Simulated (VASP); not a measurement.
# 2H-MoS2 3 layers, 2H (AA') in VASP

Aim: model 2H-MoS2 3 layers, 2H (AA') by a slab and find how far its highest filled level lies below the vacuum.

Calculated with VASP 6.6.1; LDA, no spin polarisation; plane waves and PAW (S, Mo).

Report form: the programs' logs are mostly left out.

## 1. The structure

The cell holds 9 atoms: 6 S and 3 Mo. Cell: a = 3.180 Å, b = 3.180 Å, c = 33.788 Å, α = 90.0°, β = 90.0°, γ = 120.0°. Vacuum lies along c.

As a file:

```xyz
9
Lattice="3.1800 0.0000 0.0000 -1.5900 2.7540 0.0000 0.0000 0.0000 33.7878" Properties=species:S:1:pos:R:3
S     0.0000    1.8360    9.0000
S     0.0000    1.8360   12.2626
S     0.0000    0.0000   15.2626
S     0.0000    0.0000   18.5252
S     0.0000    1.8360   21.5252
S     0.0000    1.8360   24.7878
Mo    0.0000    0.0000   10.6313
Mo    0.0000    1.8360   16.8939
Mo    0.0000    0.0000   23.1565
```

## 2. Relaxing the slab

The sheet's cell relaxes in its plane with the atoms, while the vacuum is kept.

File INCAR:

```
SYSTEM = MoS2
PREC = Normal
ENCUT = 400
EDIFF = 1E-05
NELM = 120
ISMEAR = -1
SIGMA = 0.05
LREAL = .FALSE.
ALGO = Fast
GGA = CA
NBANDS = 36
LASPH = .TRUE.
LORBIT = 11
LWAVE = .FALSE.
LCHARG = .FALSE.
KPAR = 4
IBRION = 2
NSW = 40
ISIF = 3
EDIFFG = -0.02
POTIM = 0.4
IDIPOL = 3
LDIPOL = .TRUE.
DIPOL = 0.5 0.5 0.5
LATTICE_CONSTRAINTS = .TRUE. .TRUE. .FALSE.
```

File POSCAR:

```
MoS2
1.0
    3.1800000000      0.0000000000      0.0000000000
   -1.5900000000      2.7539607840      0.0000000000
    0.0000000000      0.0000000000     33.7877932140
S Mo
6 3
Direct
    0.3333333333      0.6666666667      0.2663683876
    0.3333333333      0.6666666667      0.3629298208
    0.0000000000      0.0000000000      0.4517192834
    0.0000000000      0.0000000000      0.5482807166
    0.3333333333      0.6666666667      0.6370701792
    0.3333333333      0.6666666667      0.7336316124
    0.0000000000      0.0000000000      0.3146491042
    0.3333333333      0.6666666667      0.5000000000
    0.0000000000      0.0000000000      0.6853508958
```

File KPOINTS:

```
Automatic mesh
0
Gamma
12 12 1
0 0 0
```

PAW data sets: S and Mo (LDA family, release 64).

Command:

```sh
> mpirun -np 4 vasp_std
```

Run time: 8.8 min. Hardware: 4 MPI ranks of Intel Xeon Platinum 8488C (Sapphire Rapids), shared host; peak memory 1 GiB; 35 min of CPU time.

This run has no spin polarisation, so a moment on Mo, if there is one, isn't seen. The gap is read on the k-mesh alone, so it is an upper bound where the band edges lie off the mesh. The data set Mo keeps the semicore shell frozen, which is cheaper and a little less accurate. The run keeps the 12 symmetry operations of its start, so it cannot find a distortion of lower symmetry.

Step by step (22 of 40):

| step | energy less that of the first step (eV) | largest force (eV/Å) | pressure (GPa) | volume (Å³) |
| --- | --- | --- | --- | --- |
| 1 | 0.0000 | 1.7021 | -6.81 | 295.90 |
| 3 | -0.5236 | 0.4154 | -0.31 | 279.23 |
| 5 | -0.5642 | 0.1777 | -0.01 | 281.71 |
| 7 | -0.5768 | 0.0896 | 0.10 | 284.36 |
| 8 | -0.5766 | 0.0620 | -0.45 | 285.65 |
| 10 | -0.5775 | 0.0233 | -0.18 | 284.95 |
| 12 | -0.5776 | 0.0243 | -0.18 | 284.97 |
| 14 | -0.5785 | 0.0651 | -0.16 | 285.02 |
| 16 | -0.5796 | 0.2210 | -0.07 | 285.22 |
| 18 | -0.5797 | 0.1799 | -0.10 | 285.17 |
| 20 | -0.5799 | 0.1733 | -0.09 | 285.18 |
| 21 | -0.5802 | 0.1673 | -0.09 | 285.20 |
| 23 | -0.5818 | 0.1561 | -0.09 | 285.29 |
| 25 | -0.5855 | 0.2238 | -0.08 | 285.66 |
| 27 | -0.5923 | 0.0286 | -0.10 | 285.56 |
| 29 | -0.5932 | 0.0871 | -0.11 | 285.50 |
| 31 | -0.5932 | 0.0754 | -0.11 | 285.51 |
| 33 | -0.5939 | 0.0632 | 0.00 | 285.11 |
| 34 | -0.5940 | 0.0582 | 0.05 | 284.92 |
| 36 | -0.5944 | 0.0228 | -0.05 | 285.19 |
| 38 | -0.5944 | 0.0236 | -0.05 | 285.19 |
| 40 | -0.5944 | 0.0068 | -0.01 | 285.19 |

```
cell as run  before  after  change
      a (Å)   3.180  3.122  -1.8 %
      b (Å)   3.180  3.122  -1.8 %
```

The atoms that moved most (Å, along periodic axes as changes of fractional coordinates times the final cell, across vacuum about the mean position):

| atom | dx | dy | dz | length |
| --- | --- | --- | --- | --- |
| S1 | 0.000 | 0.000 | 0.289 | 0.289 |
| S6 | 0.000 | 0.000 | -0.289 | 0.289 |
| Mo7 | 0.000 | 0.000 | 0.214 | 0.214 |
| Mo9 | 0.000 | 0.000 | -0.214 | 0.214 |
| S5 | 0.000 | 0.000 | -0.142 | 0.142 |
| S2 | 0.000 | 0.000 | 0.142 | 0.142 |
| S4 | 0.000 | 0.000 | -0.073 | 0.073 |
| S3 | 0.000 | 0.000 | 0.073 | 0.073 |

The relaxed structure:

```xyz
9
Lattice="3.1219 0.0000 0.0000 -1.5609 2.7036 0.0000 0.0000 0.0000 33.7878" Properties=species:S:1:pos:R:3
S     0.0000    1.8024    9.2894
S     0.0000    1.8024   12.4044
S     0.0000    0.0000   15.3352
S     0.0000    0.0000   18.4526
S     0.0000    1.8024   21.3834
S     0.0000    1.8024   24.4984
Mo    0.0000    0.0000   10.8452
Mo    0.0000    1.8024   16.8939
Mo    0.0000    0.0000   22.9426
```

This step gave:

| Property | Result |
| --- | --- |
| electronic cycles | 221 |
| electrons | 54 |
| free energy (TOTEN) | -73.3564 eV |
| Fermi energy | 1.198 eV |
| labelled metallic, from the levels on this mesh | no |
| dipole moment | 0, 0, 0 e·Å |
| gap on the k-mesh | 0.9913 eV |
| least direct gap on the k-mesh | 1.804 eV |

The run ended after 40 ionic steps, 0.594 eV below its first step, once forces and stress met EDIFFG = -0.02.

Only the dipole across the slab is computed (IDIPOL = 3); zeros along the plane are no results.

## 3. Potential and states of the slab

A static run writes the electrostatic potential without exchange and correlation (LVHAR), which is flat in the vacuum and gives the level to count from. The dipole correction cancels the field that unlike faces would set up across the vacuum.

File INCAR:

```
SYSTEM = MoS2
PREC = Normal
ENCUT = 340
EDIFF = 1E-06
NELM = 120
ISMEAR = -1
SIGMA = 0.05
LREAL = .FALSE.
ALGO = Fast
GGA = CA
NBANDS = 49
LASPH = .TRUE.
LORBIT = 11
LWAVE = .FALSE.
LCHARG = .TRUE.
IDIPOL = 3
LDIPOL = .TRUE.
DIPOL = 0.5 0.5 0.5
LVHAR = .TRUE.
LVACPOTAV = .TRUE.
LELF = .TRUE.
NEDOS = 1500
```

File POSCAR:

```
MoS2
1.0
    3.1218955530      0.0000000000      0.0000000000
   -1.5609477765      2.7036408568      0.0000000000
    0.0000000000      0.0000000000     33.7877932140
S Mo
6 3
Direct
    0.3333333333      0.6666666667      0.2749325444
    0.3333333333      0.6666666667      0.3671274950
    0.0000000000      0.0000000000      0.4538681334
    0.0000000000      0.0000000000      0.5461318666
    0.3333333333      0.6666666667      0.6328725050
    0.3333333333      0.6666666667      0.7250674556
    0.0000000000      0.0000000000      0.3209793731
    0.3333333333      0.6666666667      0.5000000000
    0.0000000000      0.0000000000      0.6790206269
```

KPOINTS is that of step 2.

Command:

```sh
> mpirun -np 4 vasp_std
```

The job ended after 51 s (4 MPI ranks; peak memory 0.59 GiB; 3.3 min of CPU time).

Numbers from this step:

```yaml
electronic_cycles: 22
free_energy_toten: -73.3443 eV
vacuum_levels: 6.284, 6.284 eV
ionisation_potentials_of_the_upper_and_lower_face: 5.536, 5.536 eV
electron_affinities_of_the_upper_and_lower_face: 4.544, 4.544 eV
```

The density of states has structure finer than the step of the table below, so its rows give means over 1 eV, whole bins alone (the curve runs from -12.0 to 8.88 eV). Peaks (eV: height): total -3.8: 13.0, -2.5: 10.4, -1.4: 11.1, 2.3: 14.2; S s -4.4: 0.404, 2.3: 0.210, 7.6: 0.277, 8.3: 0.249; S p -5.8: 3.22, -4.5: 3.06, -3.8: 4.45, -2.4: 4.11; Mo s -4.4: 0.567, 6.7: 0.498, 7.6: 0.565, 8.0: 0.465; Mo p -2.1: 0.505, -1.4: 0.405, 8.0: 0.401, 8.4: 0.523.

Means over bins of 0.077 eV. The density of states by energy, zero at the valence-band top; means over each step; values in states/eV/cell:

```csv
energy (eV),total,S s,S p,Mo s,Mo p,Mo d
-8,0,0,0,0,0,0
-7,0.766,0.0108,0.233,0.0838,0.0162,0.119
-6,7.47,0.0782,2.35,0.333,0.226,1.84
-5,5.10,0.154,1.65,0.174,0.187,1.24
-4,8.87,0.206,2.97,0.237,0.289,2.66
-3,6.31,0.0808,2.19,0.0390,0.216,2.18
-2,7.63,0.102,3.10,0.0385,0.427,1.79
-1,5.56,0.0483,1.29,0.0410,0.168,2.78
0,0.220,0.00533,0.0589,0.00518,0.00227,0.107
1,1.83,0.0297,0.257,0.0180,0.0186,1.07
2,11.6,0.140,2.06,0.0792,0.118,6.90
3,5.89,0.113,1.31,0.0125,0.0633,2.92
4,4.29,0.123,1.12,0.00300,0.0169,2.02
5,0.614,0.0205,0.0803,0.0128,0.00149,0.176
6,2.74,0.0410,0.110,0.318,0.112,0.175
7,4.80,0.114,0.233,0.370,0.216,0.245
8,7.17,0.226,0.402,0.413,0.360,0.362
```

The planar average of the electrostatic potential oscillates, so the rows of the table below give means over windows of 1 Å about each position, cut where the curve ends. Its maxima inside the range that stand out by 2 % of the span (Å: eV): 10.1: -6.27, 11.6: -6.21, 13.8: 4.10, 16.2: -6.21, 17.6: -6.21, 20.0: 4.10, 22.2: -6.21, 23.7: -6.27. Its minima: 9.3: -15.8, 10.9: -9.70, 12.4: -15.8, 15.3: -15.7, 16.9: -9.71, 18.5: -15.7, 21.4: -15.8, 22.9: -9.70, 24.5: -15.8.

Zero at the Fermi level. Planar average of the electrostatic potential against height; means over each step:

height (Å), planar average of the electrostatic potential (eV) and a bar from the least value:
```
        0        5.1 ##############################
        1        5.1 ##############################
        2        5.1 ##############################
        3        5.1 ##############################
        4        5.1 ##############################
        5        5.1 ##############################
        6        5.1 ##############################
        7        5.0 ##############################
        8        3.7 ###########################
        9      -10.1 ##
       10       -8.8 ####
       11       -8.7 ####
       12      -11.1 
       13       -4.7 ############
       14        3.4 ###########################
       15       -9.4 ###
       16       -9.0 ####
       17       -8.8 ####
       18      -10.7 #
       19       -5.6 ##########
       20        3.5 ###########################
       21       -8.6 #####
       22       -9.4 ###
       23       -8.9 ####
       24      -10.4 #
       25       -6.4 #########
       26        4.4 #############################
       27        5.1 ##############################
       28        5.1 ##############################
       29        5.1 ##############################
       30        5.1 ##############################
       31        5.1 ##############################
       32        5.1 ##############################
       33        5.1 ##############################
```

Density of states in the PAW spheres, an atom over height of the layer and energy from the Fermi level.

Ten even steps from '0' (0.00 states/eV) to '9' (1.28 states/eV), each cell a mean:
```
000000000
000000000
000000000
000000000
030030030
291292192
393393393
343343343
564464465
474484474
252252252
262262262
494494494
473363374
373363373
131232131
121131121
373363373
263363362
121121121
000000000
000000000
```
Columns: height of the layer (Å) from 9.3 to 24.5 (not evenly spaced); rows upwards: energy from the Fermi level (eV) from -7.9 to 0.5.

Electrostatic potential energy in the ca plane at fractional y = 0.667, with atoms of S and Mo within 0.2 Å of it. With pseudopotentials it is smooth inside the atoms' cores, unlike the true potential.

Ten even steps from '0' (-69 eV) to '9' (6 eV), each cell a mean:
```
99999999999999999999998777899999999888899999
99999999999999999999998777899999999888899999
99999999999999999998888888888899999988888788
99999999999999999974258888863379999999876667
99999999999999999940006899710038999999865557
99999999999999999840006899710028999999765557
99999999999999999973148888851269999999876667
99999999999999999998888888888899999998887788
```
Columns run along c (16.0 Å, from fractional 0.06 to 0.53 of the cell; values clipped at the 3rd and 97th percentile), rows up along a (3.1 Å). Atoms in or near the plane, at fractional coordinates: S at (0.27, 0.33), S at (0.37, 0.33), Mo at (0.50, 0.33).

Valence density in the ca plane at fractional y = 0.667, with atoms of S and Mo within 0.2 Å of it. It is the smooth field of the valence electrons, not physical close to the nuclei.

Ten even steps from '0' (0.0 e/Å³) to '9' (1.1 e/Å³), each cell a mean:
```
00000000000000000001222343222110001345432223
00000000000000000001122343222100001355432223
00000000000000000023443333344421001234333333
00000000000000000258995323589963100112346654
00000000000000001498497323695695100012368975
00000000000000001497388323693695100012368975
00000000000000000269996323599973100112356754
00000000000000000124553333345431001233333433
```
Columns run along c (16.0 Å, from fractional 0.06 to 0.53 of the cell), rows up along a (3.1 Å). Atoms in or near the plane, at fractional coordinates: S at (0.27, 0.33), S at (0.37, 0.33), Mo at (0.50, 0.33).

ELF in the ca plane at fractional y = 0.667, with atoms of S and Mo within 0.2 Å of it. It is the smooth field of the valence electrons, not physical close to the nuclei.

Values, 5 rows by 16 columns, each cell a mean:
```
0.00 0.00 0.00 0.00 0.01 0.03 0.10 0.27 0.17 0.17 0.26 0.09 0.46 0.75 0.46 0.42
0.00 0.00 0.00 0.00 0.01 0.15 0.47 0.65 0.33 0.31 0.64 0.37 0.30 0.66 0.33 0.29
0.00 0.00 0.00 0.00 0.01 0.42 0.88 0.71 0.52 0.49 0.70 0.79 0.09 0.27 0.11 0.09
0.00 0.00 0.00 0.00 0.03 0.45 0.91 0.61 0.53 0.50 0.61 0.84 0.08 0.21 0.09 0.07
0.00 0.00 0.00 0.00 0.00 0.25 0.68 0.78 0.42 0.40 0.77 0.55 0.22 0.55 0.25 0.22
```
Columns run along c (16.0 Å, from fractional 0.06 to 0.53 of the cell), rows up along a (3.1 Å). Atoms in or near the plane, at fractional coordinates: S at (0.27, 0.33), S at (0.37, 0.33), Mo at (0.50, 0.33).

The map of layer states is cut here 0.5 eV above the Fermi level, so it leaves out the states above that.

The vacuum level lies 5.54 eV above the highest filled level at the upper face; both faces agree, as the slab has next to no dipole.

The program found no field-free point at its default tolerance, but its printed level agrees with the flat part of the planar average.

## 4. The slab in a field, field -0.1

A field across the slab, with the atoms held, gives the electronic response: the dipole changes linearly with the field, and the energy has a linear term from the slab's own dipole and a quadratic one from its polarisability.

File INCAR:

```
SYSTEM = MoS2
PREC = Normal
ENCUT = 340
EDIFF = 1E-06
NELM = 120
ISMEAR = -1
SIGMA = 0.05
LREAL = .FALSE.
ALGO = Fast
GGA = CA
NBANDS = 36
LASPH = .TRUE.
LORBIT = 11
LWAVE = .FALSE.
LCHARG = .FALSE.
KPAR = 4
IDIPOL = 3
LDIPOL = .TRUE.
DIPOL = 0.5 0.5 0.5
EFIELD = -0.1
LVHAR = .TRUE.
```

POSCAR is that of step 3.

KPOINTS is that of step 3.

Command:

```sh
> mpirun -np 4 vasp_std
```

The job ended after 46 s (4 MPI ranks; peak memory 0.81 GiB; 3 min of CPU time).

This step gave:

| Quantity | Value |
| --- | --- |
| electronic cycles | 25 |
| free energy (TOTEN) | -73.3479 eV |
| Fermi energy | 1.196 eV |
| dipole moment | 0, 0, -0.07266 e·Å |
| gap on the k-mesh | 0.9745 eV |
| least direct gap on the k-mesh | 1.686 eV |

The planar average of the electrostatic potential oscillates, so the rows of the table below give means over windows of 2 Å about each position, cut where the curve ends. Its maxima inside the range that stand out by 2 % of the span (Å: eV): 6.9: 4.84, 10.1: -6.36, 11.6: -6.29, 13.8: 4.06, 16.2: -6.21, 17.6: -6.20, 20.0: 4.14, 22.2: -6.13, 23.7: -6.18, 33.4: 5.96. Its minima: 0.4: 4.22, 9.3: -15.9, 10.9: -9.78, 12.4: -15.8, 15.3: -15.7, 16.9: -9.71, 18.5: -15.7, 21.4: -15.7, 22.9: -9.61, 24.5: -15.7.

Zero at the Fermi level. The planar average of the electrostatic potential by height; means over each step:

height (Å), planar average of the electrostatic potential (eV) and a bar from the least value:
```
        0        4.4 ###########################
        2        4.4 ###########################
        4        4.6 ############################
        6        4.8 ############################
        8        1.6 ######################
       10      -10.5 
       12      -10.2 
       14        0.8 #####################
       16      -10.5 
       18      -10.3 
       20        1.0 #####################
       22      -10.4 
       24      -10.3 
       26        3.4 ##########################
       28        5.4 #############################
       30        5.6 ##############################
       32        5.8 ##############################
```

VASP counts the dipole in electrons times Å, so a positive number points the physical dipole along −c. A positive EFIELD is likewise a physical field along −c.

Energy at zero smearing: -73.34792 eV.

## 5. The slab in a field, field 0.1

Edit INCAR of step 4 so:

```diff
@@ -19,3 +19,3 @@
 DIPOL = 0.5 0.5 0.5
-EFIELD = -0.1
+EFIELD = 0.1
 LVHAR = .TRUE.
```

POSCAR is that of step 4.

KPOINTS is that of step 4.

Command:

```sh
> mpirun -np 4 vasp_std
```

Wall time 39 s (4 MPI ranks); peak memory 0.81 GiB.

This step gave:

* dipole moment: 0, 0, 0.07265 e·Å
* gap on the k-mesh: 0.9746 eV
* least direct gap on the k-mesh: 1.687 eV

The planar average of the electrostatic potential oscillates, so the rows of the table below give means over windows of 1 Å about each position, cut where the curve ends. Its maxima inside the range that stand out by 2 % of the span (Å: eV): 0.4: 5.96, 10.1: -6.18, 11.6: -6.13, 13.8: 4.14, 16.2: -6.20, 17.6: -6.21, 20.0: 4.06, 22.2: -6.29, 23.7: -6.36, 26.9: 4.84. Its minima: 9.3: -15.7, 10.9: -9.61, 12.4: -15.7, 15.3: -15.7, 16.9: -9.71, 18.5: -15.7, 21.4: -15.8, 22.9: -9.78, 24.5: -15.9, 33.4: 4.22.

Zero at the Fermi level. Table of planar average of the electrostatic potential by height; means over each step:

| height (Å) | planar average of the electrostatic potential (eV) |
| --- | --- |
| 0 | 5.69 |
| 1 | 5.90 |
| 2 | 5.80 |
| 3 | 5.70 |
| 4 | 5.60 |
| 5 | 5.50 |
| 6 | 5.40 |
| 7 | 5.24 |
| 8 | 3.84 |
| 9 | -9.98 |
| 10 | -8.68 |
| 11 | -8.64 |
| 12 | -11.1 |
| 13 | -4.66 |
| 14 | 3.47 |
| 15 | -9.36 |
| 16 | -9.04 |
| 17 | -8.81 |
| 18 | -10.7 |
| 19 | -5.63 |
| 20 | 3.47 |
| 21 | -8.63 |
| 22 | -9.46 |
| 23 | -8.94 |
| 24 | -10.4 |
| 25 | -6.53 |
| 26 | 4.23 |
| 27 | 4.82 |
| 28 | 4.76 |
| 29 | 4.66 |
| 30 | 4.56 |
| 31 | 4.46 |
| 32 | 4.36 |
| 33 | 4.27 |

Energy at zero smearing: -73.34792 eV.

## 6. Putting the energies together

This step: slab, LDA; plane waves and PAW (VASP 6.6.1).

No new run; the numbers come from the runs before.

Numbers from this step:

* polarisability per area of the slab or monolayer: 1.240 Å
* ionisation potential at the upper face: 5.536 eV

VASP counts both for electrons: a positive EFIELD is a field along -c, and a positive dipole, in electrons times A, points along -c. Field, by row:

| EFIELD (eV/Å) | dipole along z (e Å) | energy change (eV) |
| --- | --- | --- |
| -0.1 | -0.07266 | -0.003635 |
| 0 | 0 | 0 |
| 0.1 | 0.07265 | -0.003635 |

The polarisability is the slope of the dipole against the field, as a volume for each unit of area.

## 7. Summary of results

```yaml
ionisation_potential_of_the_slab: 5.54 eV
polarisability_per_area_of_the_slab_or_monolayer: 1.24 Å
```

What this shows: The ionisation potential is 5.54 eV at both faces. The atom that ends on top (S) moved inwards by 0.29 Å, counted from the mean of all atoms. Semilocal band edges put the ionisation potential too low and the gap too small. The slab has a gap, so the level below the vacuum is counted from the highest filled level.

[Lines on the potential files, build, host, timing and source positions are cut from VASP's logs without a mark.]

[Logs are printed without paths, hosts, clocks, repeated set-up lines and the standing remarks that a program may print on its own settings, such as how far it seeks lower states.]

[Hosts, paths, dates, database ids (printed as entryN), source tags and the programs' standing remarks are cut or masked in the printed files.]

[In band tables of VASP the shares of atoms and orbitals are scaled to a sum of 1 inside the atoms' spheres.]

[Runs that stopped without an error message from VASP are left out.]
